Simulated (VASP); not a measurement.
All values below come from r2SCAN meta-GGA, VASP's PBE PAW potentials (set 64) (plane waves; VASP).

VASP input:

POSCAR:
```
Au(100) slab
1.0
  2.9173396806   0.0000000000   0.0000000000
  0.0000000000   2.9173396806   0.0000000000
  0.0000000000   0.0000000000  27.5453875496
Au
6
Direct
  1.0000000000   0.5000000000   0.3146295548
  0.5000000000   0.0000000000   0.3881621513
  0.0000000000   0.5000000000   0.4626614704
  0.5000000000   0.0000000000   0.5373385296
  0.0000000000   0.5000000000   0.6118378487
  0.5000000000   0.0000000000   0.6853704452
```

INCAR:
```
SYSTEM = Au(100) slab
PREC = Normal
ENCUT = 400
EDIFF = 1E-6
NELM = 100
ALGO = Normal
LREAL = .FALSE.
LASPH = .TRUE.
ISMEAR = 1
SIGMA = 0.1
METAGGA = R2SCAN
LMIXTAU = .TRUE.
LMAXMIX = 6
LWAVE = .FALSE.
LCHARG = .FALSE.
NELMIN = 4
LDIPOL = .TRUE.
IDIPOL = 3
DIPOL = 0.5 0.5 0.5
LVHAR = .TRUE.
LORBIT = 11
```

File KPOINTS:
```
Automatic mesh
0
Gamma
9 9 1
0 0 0
```

POTCAR, in this order: Au (PBE.64 set). Program: vasp_std. Read from the step before: WAVECAR.

Unless said otherwise, spin-orbit coupling is left out, though it shifts the bands of the heavy elements here.

What does the run give for the energy per atom (σ→0), band gap (on the k-mesh)?

```json
{
  "energy per atom (σ→0)": "-50.417 eV/atom",
  "band gap (on the k-mesh)": "none (metal, semimetal or under 0.01 eV)"
}
```

OSZICAR:
```
       N       E                     dE             d eps       ncg     rms          rms(c)
DAV:   1    -0.302499789203E+03   -0.30250E+03   -0.11008E-05  1210   0.289E-02    0.291E-03
DAV:   2    -0.302499782493E+03    0.67098E-05   -0.29331E-06   769   0.219E-02    0.347E-03
DAV:   3    -0.302499787485E+03   -0.49923E-05   -0.41079E-07   690   0.669E-03    0.222E-03
DAV:   4    -0.302499787543E+03   -0.57445E-07   -0.14341E-06   770   0.117E-02
   1 F= -.30249979E+03 E0= -.30250009E+03  d E =0.905270E-03
```

The cell is a thin slab with vacuum, built from Au (fcc): (100) face.
